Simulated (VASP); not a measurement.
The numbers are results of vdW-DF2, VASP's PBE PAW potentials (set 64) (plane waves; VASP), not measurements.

A VASP calculation is set up with these files.

### INCAR
```
SYSTEM = TiC
PREC = Accurate; ENCUT = 520; LREAL = .FALSE.
LASPH = .TRUE.
EDIFF = 1E-7; NELM = 100; ALGO = Normal
LMAXMIX = 4
ISMEAR = 1; SIGMA = 0.1
GGA = ML; LUSE_VDW = .TRUE.; AGGAC = 0.0
ZAB_VDW = -1.8867
ISIF = 2
LWAVE = .FALSE.; LCHARG = .FALSE.
```

KPOINTS:
```
Automatic mesh
0
Gamma
14 14 14
0 0 0
```

### POSCAR
```
TiC
3.0520780
  0.0000000000   0.7071067312   0.7071067312
  0.7071067312   0.0000000000   0.7071067312
  0.7071067312   0.7071067312   0.0000000000
Ti C
1 1
Cart
  0.0000000000   0.0000000000   0.0000000000
  0.7071067312   0.7071067312   0.7071067312
```

POTCAR, in this order: Ti_sv C (PBE.64 set). Program: vasp_std.

Output of the run:

OSZICAR:
```
       N       E                     dE             d eps       ncg     rms          rms(c)
DAV:   1     0.125586879099E+03    0.12559E+03   -0.84921E+03  2496   0.160E+03
DAV:   2    -0.927509937870E+01   -0.13486E+03   -0.12844E+03  2612   0.388E+02
DAV:   3    -0.195244040532E+02   -0.10249E+02   -0.98646E+01  3240   0.101E+02
DAV:   4    -0.199526048345E+02   -0.42820E+00   -0.42765E+00  3272   0.200E+01
DAV:   5    -0.199663086349E+02   -0.13704E-01   -0.13703E-01  3348   0.317E+00    0.193E+01
DAV:   6    -0.145202995594E+02    0.54460E+01   -0.41125E+01  2968   0.744E+01    0.883E+00
DAV:   7    -0.134931111375E+02    0.10272E+01   -0.75929E+00  3176   0.351E+01    0.524E+00
DAV:   8    -0.134561083436E+02    0.37003E-01   -0.16759E-01  2684   0.531E+00    0.344E+00
DAV:   9    -0.134639142215E+02   -0.78059E-02   -0.21723E-01  3132   0.575E+00    0.848E-01
DAV:  10    -0.134604842048E+02    0.34300E-02   -0.19523E-02  3784   0.194E+00    0.534E-01
DAV:  11    -0.134591946992E+02    0.12895E-02   -0.41457E-03  2708   0.104E+00    0.134E-01
DAV:  12    -0.134591980053E+02   -0.33061E-05   -0.40926E-04  3388   0.213E-01    0.248E-02
DAV:  13    -0.134591875967E+02    0.10409E-04   -0.33492E-05  2756   0.645E-02    0.595E-03
DAV:  14    -0.134591866845E+02    0.91221E-06   -0.20185E-06  3380   0.143E-02    0.262E-03
DAV:  15    -0.134591885718E+02   -0.18872E-05   -0.32132E-07  2568   0.705E-03    0.169E-03
DAV:  16    -0.134591887464E+02   -0.17460E-06   -0.93872E-08  1544   0.501E-03    0.460E-04
DAV:  17    -0.134591886574E+02    0.88997E-07   -0.22121E-08  1344   0.135E-03
   1 F= -.13459189E+02 E0= -.13459223E+02  d E =0.103342E-03
```

### OUTCAR
```
------------------------ aborting loop because EDIFF is reached ----------------------------------------
  FORCE on cell =-STRESS in cart. coord.  units (eV):
  Direction    XX          YY          ZZ          XY          YZ          ZX
  --------------------------------------------------------------------------------------
  Total        1.9681684      1.9681684      1.9681684     -0.0000000      0.0000000     -0.0000000
  in kB      156.8559670    156.8559670    156.8559670     -0.0000000      0.0000000     -0.0000000
  external PRESSURE =     156.8559670 kB  Pullay stress =       0.0000000 kB
  volume of cell :       20.10
      direct lattice vectors                 reciprocal lattice vectors
     0.000000000  2.158144898  2.158144898    -0.231680459  0.231680459  0.231680459
     2.158144898  0.000000000  2.158144898     0.231680459 -0.231680459  0.231680459
     2.158144898  2.158144898  0.000000000     0.231680459  0.231680459 -0.231680459
 POSITION                                       TOTAL-FORCE (eV/Angst)
 -----------------------------------------------------------------------------------
      0.00000      0.00000      0.00000        -0.000000      0.000000     -0.000000
      2.15814      2.15814      2.15814         0.000000     -0.000000      0.000000
 -----------------------------------------------------------------------------------
    total drift:                                0.000000     -0.000000     -0.000000
  FREE ENERGIE OF THE ION-ELECTRON SYSTEM (eV)
  ---------------------------------------------------
  free  energy   TOTEN  =       -13.4591886574 eV

  energy  without entropy=      -13.4592919994  energy(sigma->0) =      -13.45922310
```
(Selected blocks of OUTCAR.)

OUTCAR:
```
 val. band max:        9.5840998663   @ k =   0.5000   0.5000   0.0000

 cond. band min:       9.6304512219   @ k =   0.3571   0.2857   0.0000


 Fermi energy:         9.6232833221

 k-point     1 :       0.0000    0.0000    0.0000
  band No.  band energies     occupation
      1     -47.1949      2.00000
      2     -23.1982      2.00000
      3     -23.1982      2.00000
      4     -23.1982      2.00000
      5      -2.6542      2.00000
      6      10.3052     -0.00000
      7      10.3052     -0.00000
      8      10.3052     -0.00000
      9      11.1907     -0.00000
     10      11.1907     -0.00000
     11      11.1907     -0.00000
     12      11.2424     -0.00000

 k-point     2 :       0.0714    0.0000    0.0000
  band No.  band energies     occupation
      1     -47.1913      2.00000
      2     -23.2234      2.00000
      3     -23.2006      2.00000
      4     -23.2006      2.00000
      5      -2.5408      2.00000
      6       9.7482     -0.07074
      7       9.9587     -0.00002
      8       9.9587     -0.00002
      9      10.5788     -0.00000
     10      10.5788     -0.00000
     11      11.5032     -0.00000
     12      12.3638      0.00000

 k-point     3 :       0.1429    0.0000    0.0000
  band No.  band energies     occupation
      1     -47.1812      2.00000
      2     -23.2936      2.00000
      3     -23.2072      2.00000
      4     -23.2072      2.00000
      5      -2.2102      2.00000
      6       8.7211      2.00000
      7       9.0423      2.00000
      8       9.0423      2.00000
      9      10.7593     -0.00000
     10      10.7593     -0.00000
     11      11.8922      0.00000
     12      13.5691      0.00000

 k-point     4 :       0.2143    0.0000    0.0000
  band No.  band energies     occupation
      1     -47.1665      2.00000
      2     -23.3938      2.00000
      3     -23.2167      2.00000
      4     -23.2167      2.00000
      5      -1.6900      2.00000
      6       7.5507      2.00000
...
```

The compound is TiC in the rock salt structure. This cell is one point of a volume scan, at 0.94 of the reference volume.
